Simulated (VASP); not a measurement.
Input for VASP

### POSCAR
```
AlN
1
    3.1485180000     0.0000000000     0.0000000000
   -1.5742590000     2.7266960000     0.0000000000
    0.0000000000     0.0000000000    15.4496430000
Al N
6 6
Direct
  0.0000000000   0.0000000000   0.0000000000
  0.0000000000   0.0000000000   0.5000000000
  0.6666670000   0.3333330000   0.8332500000
  0.3333330000   0.6666670000   0.3332500000
  0.6666670000   0.3333330000   0.1665000000
  0.3333330000   0.6666670000   0.6665000000
  0.0000000000   0.0000000000   0.8746000000
  0.0000000000   0.0000000000   0.3746000000
  0.6666670000   0.3333330000   0.7078500000
  0.3333330000   0.6666670000   0.2078500000
  0.6666670000   0.3333330000   0.0415000000
  0.3333330000   0.6666670000   0.5415000000
```

### INCAR
```
! general
SYSTEM  =  AlN
PREC    =  Accurate
ENCUT   =  400
LREAL   =  .FALSE.
LASPH   =  .TRUE.

! electronic loop
EDIFF   =  1E-6
NELM    =  100
ALGO    =  Normal

! smearing
ISMEAR  =  -1
SIGMA   =  0.3

! ions
ISIF    =  2

! output
LWAVE   =  .FALSE.
LCHARG  =  .FALSE.
```

**KPOINTS**
```
Automatic mesh
0
Gamma
10 10 2
0 0 0
```

POTCAR, in this order: Al N (LDA.64 set). Program: vasp_std.

### Question
Write an equivalent input for Ansatz.

### Answer
One equivalent input (not run):
Ansatz 0.2 input:
```yaml
crystal:
  lattice:
    - [3.1485180, 0.0000000, 0.0000000]
    - [-1.5742590, 2.7266960, 0.0000000]
    - [0.0000000, 0.0000000, 15.4496430]
  atoms:
    - { symbol: Al, position: [0.0000000, 0.0000000, 0.0000000] }
    - { symbol: Al, position: [0.0000000, 0.0000000, 0.5000000] }
    - { symbol: Al, position: [0.6666670, 0.3333330, 0.8332500] }
    - { symbol: Al, position: [0.3333330, 0.6666670, 0.3332500] }
    - { symbol: Al, position: [0.6666670, 0.3333330, 0.1665000] }
    - { symbol: Al, position: [0.3333330, 0.6666670, 0.6665000] }
    - { symbol: N, position: [0.0000000, 0.0000000, 0.8746000] }
    - { symbol: N, position: [0.0000000, 0.0000000, 0.3746000] }
    - { symbol: N, position: [0.6666670, 0.3333330, 0.7078500] }
    - { symbol: N, position: [0.3333330, 0.6666670, 0.2078500] }
    - { symbol: N, position: [0.6666670, 0.3333330, 0.0415000] }
    - { symbol: N, position: [0.3333330, 0.6666670, 0.5415000] }
kpoints:
  mp_grid: { grid: [10, 10, 2] }
hamiltonian:
  xc: lda
  pseudopotentials: { kind: paw }
scf:
  occupations: { method: fermi_dirac, width: 0.3 }
  max_iter: 100
output: { forces: true, stress: true, eigenvalues: true }
```
What does not carry over: each code has its own PAW files, so the cut-off isn't converted (ENCUT is set for VASP's; basis.ecutwfc is left out, and Ansatz then takes the one that its files recommend); Ansatz stops its SCF on the density residual and VASP on the energy change (EDIFF); Ansatz's lda is the Perdew-Wang form, while the LDA potentials of VASP carry Perdew-Zunger's.

The structure was generated: AlN was put into an ordered model structure, which need not be its known phase. The cell was not relaxed at this level. The run is one of a series of settings (ISMEAR = -1, SIGMA = 0.3 against the base run), some of them coarse on purpose.
